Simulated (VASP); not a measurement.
Ni2N:

```
Ni N
1.0
     2.83962    0.00000    0.00000
    -1.41981    2.45918    0.00000
     0.00000    0.00000    4.10272
Ni N
2 1
Direct
  0.66667 0.33333 0.74294
  0.33333 0.66667 0.25705
  0.00000 0.00000 0.00000
```

The cell was built by a generator and needn't be a form met in nature.

| Quantity | Value |
| --- | --- |
| Program | VASP 6.6.1 |
| Task | relaxation of cell and atoms |
| Functional | RPBE |
| Dispersion | D3(BJ) |
| Potentials or basis | VASP PAW PBE potentials, release 54 (Ni, N) |
| Cutoff | 600 eV |
| k mesh | 8 × 8 × 5 |
| Occupations | fermi-dirac, width 0.02 eV |
| Spin | collinear spin, antiferromagnetic start |
| Starting moments | [1.0, -1.0, 0.0] μB |
| Hubbard terms | Ni d U = 4.5 eV, J = 0.9 eV |

At the start: pressure -13.5 GPa; volume 9.55 Å³/atom.

Question: Where does the relaxation end?

Answer: Over 11 steps the energy falls by 64.2 meV/atom and the volume is 8.40 Å³/atom (-12.1 %); space group P-3m1 (No. 164, to 0.05 Å); moment 0.00 μB per cell.

Step by step:
| step | energy change (eV) | largest force (eV/Å) | pressure (GPa) | volume (Å³) |
| --- | --- | --- | --- | --- |
| 1 | 0.0000 | 0.0936 | -13.53 | 28.65 |
| 2 | -0.0274 | 0.0030 | -13.30 | 28.32 |
| 3 | 0.0425 | 1.9489 | 29.39 | 23.13 |
| 4 | -0.1568 | 0.3508 | -6.75 | 26.39 |
| 5 | -0.1811 | 0.4233 | -2.24 | 25.67 |
| 6 | -0.1889 | 0.3224 | 1.50 | 25.13 |
| 7 | -0.1913 | 0.1802 | 1.04 | 25.13 |
| 8 | -0.1925 | 0.0002 | 0.02 | 25.19 |
| 9 | -0.1925 | 0.0022 | 0.00 | 25.19 |
| 10 | -0.1926 | 0.0122 | -0.11 | 25.20 |
| 11 | -0.1926 | 0.0064 | -0.07 | 25.20 |

Final structure:
```
Ni N
1.0
     2.71345    0.00000    0.00000
    -1.35673    2.34992    0.00000
     0.00000    0.00000    3.95151
Ni N
2 1
Direct
  0.66667 0.33333 0.73568
  0.33333 0.66667 0.26431
  0.00000 0.00000 0.99999
```

Caveat: the PAW data sets were made with another functional, which shifts forces and pressure a little; pairwise dispersion overbinds metals, which lowers pressure and volume.
